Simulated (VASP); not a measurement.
# ZrC: interstitial H from one void to a neighbouring one

Wanted: the minimum-energy path in ZrC for this move: interstitial H from one void to a neighbouring one. The start is a cell from a database of measured crystal structures.

Program: VASP 6.6.1. Level of theory: PBE; plane waves and PAW (Zr_sv, C), in the first sound run; inputs show where later runs differ. Results are calculated unless marked as measured.

The database entry behind the starting cell differs from later determinations by our own check (an axis about 0.7 % long against later determinations), so it need not match the best structure at ambient conditions.

## 1. The host crystal

The structure is cubic, space group Fm-3m (No. 225). Conventional cell: a = 4.730 Å, b = 4.730 Å, c = 4.730 Å, α = 90.00°, β = 90.00°, γ = 90.00°. Nearest to Zr lie 6 C at 2.37 Å. Nearest to C lie 6 Zr at 2.37 Å. Farther neighbours are not listed.

As a file:

```xyz
2
Lattice="0.0000 2.3650 2.3650 2.3650 0.0000 2.3650 2.3650 2.3650 0.0000" Properties=species:S:1:pos:R:3 pbc="T T T"
Zr    2.3650    2.3650    2.3650
C     0.0000    0.0000    0.0000
```

## 2. Relax the host

First cell and atoms are relaxed at a raised cutoff, so that later runs start from this functional's own cell.

INCAR reads:

```
SYSTEM = ZrC
PREC = Accurate
ENCUT = 520
EDIFF = 1E-06
NELM = 120
ISMEAR = 0
SIGMA = 0.1
LREAL = .FALSE.
ALGO = Normal
GGA = PE
NBANDS = 14
LASPH = .TRUE.
LORBIT = 11
LWAVE = .FALSE.
LCHARG = .FALSE.
KPAR = 6
IBRION = 2
NSW = 40
ISIF = 3
EDIFFG = -0.02
POTIM = 0.4
```

POSCAR reads:

```
ZrC
1.0
    0.0000000000      2.3650000000      2.3650000000
    2.3650000000      0.0000000000      2.3650000000
    2.3650000000      2.3650000000      0.0000000000
Zr C
1 1
Direct
    0.5000000000      0.5000000000      0.5000000000
    0.0000000000      0.0000000000      0.0000000000
```

KPOINTS reads:

```
Automatic mesh
0
Gamma
7 7 7
0 0 0
```

PAW data sets: Zr_sv and C (PBE family, release 64).

The run is started by

```console
$ mpirun -np 6 vasp_std
```

Log:

```text
[banner, memory and clock lines left out]
running    6 mpi-ranks, on    1 nodes
 distrk:  each k-point on    1 cores,    6 groups
 distr:  one band on    1 cores,    1 groups

 POSCAR found type information on POSCAR ZrC
 POSCAR found :  2 types and       2 ions
|                                                                             |
|           W    W    AA    RRRRR   N    N  II  N    N   GGGG   !!!           |
|           W    W   A  A   R    R  NN   N  II  NN   N  G    G  !!!           |
|           W    W  A    A  R    R  N N  N  II  N N  N  G       !!!           |
|           W WW W  AAAAAA  RRRRR   N  N N  II  N  N N  G  GGG   !            |
|           WW  WW  A    A  R   R   N   NN  II  N   NN  G    G                |
|           W    W  A    A  R    R  N    N  II  N    N   GGGG   !!!           |
|                                                                             |
|     For optimal performance we recommend to set                             |
|       NCORE = 2 up to number-of-cores-per-socket                            |
|     NCORE specifies how many cores store one orbital (NPAR=cpu/NCORE).      |
|     This setting can greatly improve the performance of VASP for DFT.       |
|     The default, NCORE=1 might be grossly inefficient on modern             |
|     multi-core architectures or massively parallel machines. Do your        |
|     Unfortunately you need to use the default for GW and RPA                |
|     calculations (for HF NCORE is supported but not extensively tested      |
|     yet).                                                                   |
|                                                                             |

 LDA part: xc-table for (Slater+PW92), standard interpolation
 POSCAR, INCAR and KPOINTS ok, starting setup
 FFT: planning ... GRIDC
 FFT: planning ... GRID_SOFT
 FFT: planning ... GRID
 WAVECAR not read
 entering main loop
       N       E                     dE             d eps       ncg     rms          rms(c)
DAV:   1     0.103949237151E+03    0.10395E+03   -0.88907E+03   560   0.116E+03
DAV:   2    -0.161213030165E+02   -0.12007E+03   -0.11064E+03   698   0.302E+02
DAV:   3    -0.228158777929E+02   -0.66946E+01   -0.66476E+01   912   0.607E+01
DAV:   4    -0.229499722277E+02   -0.13409E+00   -0.13408E+00   660   0.641E+00
DAV:   5    -0.229521434029E+02   -0.21712E-02   -0.21711E-02   786   0.633E-01    0.196E+01
DAV:   6    -0.196034993897E+02    0.33486E+01   -0.81208E+00   656   0.243E+01    0.686E+00
DAV:   7    -0.194726448424E+02    0.13085E+00   -0.57205E-01   626   0.625E+00    0.594E+00
DAV:   8    -0.194847844721E+02   -0.12140E-01   -0.32320E-01   638   0.475E+00    0.467E+00
DAV:   9    -0.194546320571E+02    0.30152E-01   -0.79468E-02   608   0.219E+00    0.270E-01
DAV:  10    -0.194553275874E+02   -0.69553E-03   -0.33140E-03   756   0.544E-01    0.459E-01
DAV:  11    -0.194550244202E+02    0.30317E-03   -0.10307E-03   614   0.269E-01    0.530E-02
DAV:  12    -0.194550206803E+02    0.37400E-05   -0.18377E-05   712   0.324E-02    0.843E-03
DAV:  13    -0.194550200626E+02    0.61770E-06   -0.69004E-07   424   0.686E-03
   1 F= -.19455020E+02 E0= -.19453561E+02  d E =-.194550E+02
 curvature:   0.00 expect dE= 0.000E+00 dE for cont linesearch  0.000E+00
 trial: gam= 0.00000 g(F)=  0.394E-59 g(S)=  0.116E-01 ort = 0.000E+00 (trialstep = 0.100E+01)
 search vector abs. value=  0.116E-01
 bond charge predicted
       N       E                     dE             d eps       ncg     rms          rms(c)
DAV:   1    -0.195205099212E+02   -0.65489E-01   -0.21591E+00   620   0.150E+01    0.329E+00
DAV:   2    -0.194625254180E+02    0.57985E-01   -0.12376E-01   650   0.402E+00    0.930E-01
DAV:   3    -0.194518422221E+02    0.10683E-01   -0.56616E-02   826   0.173E+00    0.297E-01
DAV:   4    -0.194531872872E+02   -0.13451E-02   -0.20915E-03   938   0.322E-01    0.274E-01
DAV:   5    -0.194544611764E+02   -0.12739E-02   -0.10477E-03   886   0.187E-01    0.305E-02
DAV:   6    -0.194545676497E+02   -0.10647E-03   -0.26910E-04   946   0.112E-01    0.228E-02
DAV:   7    -0.194545743390E+02   -0.66893E-05   -0.82233E-06   572   0.334E-02    0.387E-03
DAV:   8    -0.194545746485E+02   -0.30954E-06   -0.21425E-07   406   0.488E-03
   2 F= -.19454575E+02 E0= -.19453337E+02  d E =0.445414E-03
 trial-energy change:    0.000445  1 .order    0.000561   -0.011585    0.012708
 step:   0.4840(harm=  0.4769)  dis= 0.00000  next Energy=   -19.457837 (dE=-0.282E-02)
 bond charge predicted
       N       E                     dE             d eps       ncg     rms          rms(c)
DAV:   1    -0.194750637768E+02   -0.20489E-01   -0.57119E-01   614   0.777E+00    0.168E+00
DAV:   2    -0.194601639125E+02    0.14900E-01   -0.36135E-02   662   0.216E+00    0.482E-01
DAV:   3    -0.194572085316E+02    0.29554E-02   -0.13719E-02   836   0.855E-01    0.128E-01
DAV:   4    -0.194575235796E+02   -0.31505E-03   -0.71936E-04   920   0.194E-01    0.142E-01
DAV:   5    -0.194578046522E+02   -0.28107E-03   -0.17531E-04   902   0.809E-02    0.308E-02
DAV:   6    -0.194578552086E+02   -0.50556E-04   -0.12972E-04   904   0.695E-02    0.122E-02
DAV:   7    -0.194578549117E+02    0.29685E-06   -0.21440E-06   548   0.161E-02
   3 F= -.19457855E+02 E0= -.19456500E+02  d E =-.283485E-02
 curvature:  -0.24 expect dE=-0.149E-07 dE for cont linesearch -0.149E-07
 trial: gam= 0.00000 g(F)=  0.346E-59 g(S)=  0.626E-07 ort =-0.269E-04 (trialstep = 0.897E+00)
 search vector abs. value=  0.627E-07
 reached required accuracy - stopping structural energy minimisation
```

Run time: 7.2 s. Hardware: 6 MPI ranks of Intel Xeon Platinum 8488C (Sapphire Rapids), shared host; peak memory 0.95 GiB.

Lines that name or quote the potential files are left out of all logs, and their timing lines are given in words.

Parts of OUTCAR (step 2):

```text
ion  position               nearest neighbor table
   1  0.500  0.500  0.500-   2 2.37   2 2.37   2 2.37   2 2.37   2 2.37   2 2.37
   2  0.000  0.000  0.000-   1 2.37   1 2.37   1 2.37   1 2.37   1 2.37   1 2.37

  LATTYP: Found a face centered cubic cell.
 ALAT       =     4.7300000000

 Subroutine GETGRP returns: Found 48 space group operations
 (whereof 48 operations were pure point group operations)

The static configuration has the point symmetry O_h .

 Found     20 irreducible k-points:

   k-points           NKPTS =     20   k-points in BZ     NKDIM =     20   number of bands    NBANDS=     14

   dimension x,y,z NGX =    28 NGY =   28 NGZ =   28
   dimension x,y,z NGXF=    56 NGYF=   56 NGZF=   56

   ENCUT  =  520.0 eV  38.22 Ry    6.18 a.u.   6.22  6.22  6.22*2*pi/ulx,y,z

   NELECT =      16.0000    total number of electrons

 k-points in reciprocal lattice and weights: Automatic mesh
   0.00000000  0.00000000  0.00000000       0.003
   0.14285714  0.00000000  0.00000000       0.023
   0.28571429  0.00000000  0.00000000       0.023
   0.42857143  0.00000000  0.00000000       0.023
   0.14285714  0.14285714  0.00000000       0.017
   0.28571429  0.14285714  0.00000000       0.070
   0.42857143  0.14285714  0.00000000       0.070
  -0.42857143  0.14285714  0.00000000       0.070
  -0.28571429  0.14285714  0.00000000       0.070
[...]
-0.42857143  0.42857143  0.14285714       0.070
  -0.28571429  0.42857143  0.14285714       0.070

 average (electrostatic) potential at core
       1 -73.3736       2 -44.1237

 E-fermi :   9.4903

 k-point     1 :       0.0000    0.0000    0.0000
  band No.  band energies     occupation
      1     -38.5887      2.00000
      2     -16.3032      2.00000
      3     -16.3032      2.00000
      4     -16.3032      2.00000
      5      -1.7408      2.00000
      6      10.4781      0.00000
      7      10.4781      0.00000
      8      10.4781      0.00000
      9      10.6327      0.00000
     10      10.6327      0.00000
    ...

 k-point     2 :       0.1429    0.0000    0.0000
  band No.  band energies     occupation
    ...
      4     -16.3179      2.00000
      5      -1.2961      2.00000
      6       8.5065      2.00000
      7       8.9433      2.00000
      8       8.9433      2.00000
      9      11.2365      0.00000
     10      11.2365      0.00000
     11      11.6909      0.00000
     12      14.2039      0.00000
     13      14.2039      0.00000
    ...

 k-point     3 :       0.2857    0.0000    0.0000
  band No.  band energies     occupation
    ...
      4     -16.3508      2.00000
      5      -0.1757      2.00000
      6       6.2839      2.00000
      7       7.4924      2.00000
      8       7.4924      2.00000
      9      12.4404      0.00000
     10      12.4404      0.00000
     11      12.5800      0.00000
     12      16.9588      0.00000
     13      16.9588      0.00000
    ...

  Total        0.0010399      0.0010399      0.0010399      0.0000000      0.0000000      0.0000000
  in kB        0.0637729      0.0637729      0.0637729      0.0000000      0.0000000      0.0000000
  external PRESSURE =       0.0637729 kB  Pullay stress =       0.0000000 kB

  energy-cutoff  :      520.00
  volume of cell :       26.13
      direct lattice vectors                 reciprocal lattice vectors
     0.000000000  2.355117714  2.355117714    -0.212303613  0.212303613  0.212303613
     2.355117714  0.000000000  2.355117714     0.212303613 -0.212303613  0.212303613
     2.355117714  2.355117714  0.000000000     0.212303613  0.212303613 -0.212303613

 POSITION                                       TOTAL-FORCE (eV/Angst)
 -----------------------------------------------------------------------------------
      2.35512      2.35512      2.35512        -0.000000      0.000000      0.000000
      0.00000      0.00000      0.00000         0.000000     -0.000000     -0.000000
 -----------------------------------------------------------------------------------
    total drift:                                0.000000      0.000000      0.000000

  FREE ENERGIE OF THE ION-ELECTRON SYSTEM (eV)
  ---------------------------------------------------
  free  energy   TOTEN  =       -19.4578549117 eV

  energy  without entropy=      -19.4551454965  energy(sigma->0) =      -19.45650020

 reached required accuracy - stopping structural energy minimisation

 total charge
# of ion       s       p       d       tot
------------------------------------------
    1        2.173   6.041   1.619   9.833
    2        0.885   1.472   0.000   2.357
--------------------------------------------------
tot          3.058   7.513   1.619  12.190

[... 3 further parts left out ...]
```

The k-mesh is coarse for a metal. The run keeps the 48 symmetry operations of its start, so it cannot find a distortion of lower symmetry.

The steps of the relaxation:

```tsv
step	energy less that of the first step (eV)	largest force (eV/Å)	pressure (GPa)	volume (Å³)
1	0.0000	0.0000	-2.71	26.46
2	0.0004	0.0000	3.05	25.78
3	-0.0028	0.0000	0.01	26.13
```

```tsv
conventional cell, symmetrised	before	after	change
a (Å)	4.730	4.710	-0.4 %
b (Å)	4.730	4.710	-0.4 %
c (Å)	4.730	4.710	-0.4 %
volume (Å³/atom)	13.23	13.06	-1.2 %
```

The relaxed structure:

```
Zr C
1.0
     0.00000    2.35512    2.35512
     2.35512    0.00000    2.35512
     2.35512    2.35512    0.00000
Zr C
1 1
Cartesian
  2.3551 2.3551 2.3551
  0.0000 0.0000 0.0000
```

Numbers from this step:

```yaml
electronic_cycles: 28
electrons: 16
free_energy_toten: -19.46 eV
energy_at_zero_smearing: -19.46 eV
fermi_energy: 9.490 eV
labelled_metallic_from_the_levels_on_this_mesh: yes
```

The run ended after 3 ionic steps, 0.003 eV below its first step, once forces and stress met EDIFFG = -0.02.

(Continued in part 2 of 4.)

[Lines on the potential files, build, host, timing and source positions are cut from VASP's logs without a mark.]

[Logs are printed without paths, hosts, clocks, repeated set-up lines and the standing remarks that a program may print on its own settings, such as how far it seeks lower states.]

[Hosts, paths, dates, database ids (printed as entryN), source tags and the programs' standing remarks are cut or masked in the printed files.]

[Runs that stopped without an error message from VASP are left out.]
